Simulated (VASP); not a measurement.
Consider the following.

```xyz
2
Lattice="1.7283 -2.9934 0.0000 1.7283 2.9934 0.0000 0.0000 0.0000 5.3737" Properties=species:S:1:pos:R:3 pbc="T T T"
Lu     1.7283     0.9978     1.3434
Lu     1.7283    -0.9978     4.0303
```

The numbers are results of PBEsol GGA, VASP's PBE PAW potentials (set 64) (plane waves; VASP), not measurements. Settings: 480 eV cut-off, 12×12×6 Γ-centred mesh, first-order Methfessel-Paxton smearing of 0.10 eV, potentials Lu_3.

Each row applies one change to this cell, which was relaxed at other settings and keeps the small stress of the first row; at a fixed cut-off the stress holds a Pulay part, so it need not integrate to ΔE exactly. Stress is in GPa, positive when the cell is compressed.

| change | ΔE (meV/atom) | σxx | σyy | σzz | largest shear component, with its sign (GPa) | largest force (eV/Å) |
|---|---|---|---|---|---|---|
| none | 0.0 | 0.14 | 0.14 | -0.12 | 0.00 | 0.000 |
| atom 1 (Lu) moved by -0.100 Å along z | 12.6 | 0.20 | 0.20 | 0.25 | 0.00 | 0.506 |
| atom 1 (Lu) moved by -0.200 Å along y | … | … | … | … | … | … |
| atom 2 (Lu) moved by -0.075 Å along x | … | … | … | … | … | … |
| atom 2 (Lu) moved by -0.100 Å along z | 12.6 | 0.20 | 0.20 | 0.25 | 0.00 | 0.506 |
| atom 1 (Lu) moved by 0.050 Å along y | 1.0 | 0.31 | -0.05 | -0.10 | 0.00 | 0.083 |
| uniaxial strain of -1.0 % along z | 0.8 | 0.38 | 0.38 | 0.97 | 0.00 | 0.000 |

### Question
Fill in the missing entries.

### Answer

- atom 2 (Lu) moved by -0.075 Å along x, ΔE (meV/atom): 2.4
- atom 2 (Lu) moved by -0.075 Å along x, σxx: 0.12
- atom 2 (Lu) moved by -0.075 Å along x, σyy: 0.11
- atom 2 (Lu) moved by -0.075 Å along x, σzz: -0.08
- atom 2 (Lu) moved by -0.075 Å along x, largest shear component, with its sign (GPa): 0.27
- atom 2 (Lu) moved by -0.075 Å along x, largest force (eV/Å): 0.129
- atom 1 (Lu) moved by -0.200 Å along y, ΔE (meV/atom): 19.2
- atom 1 (Lu) moved by -0.200 Å along y, σxx: -0.79
- atom 1 (Lu) moved by -0.200 Å along y, σyy: 0.77
- atom 1 (Lu) moved by -0.200 Å along y, σzz: 0.41
- atom 1 (Lu) moved by -0.200 Å along y, largest shear component, with its sign (GPa): 0.00
- atom 1 (Lu) moved by -0.200 Å along y, largest force (eV/Å): 0.387

Failed runs are left out, and for metals the shear rows, which the mesh's noise covers.

The compound is Lu in the hcp structure.
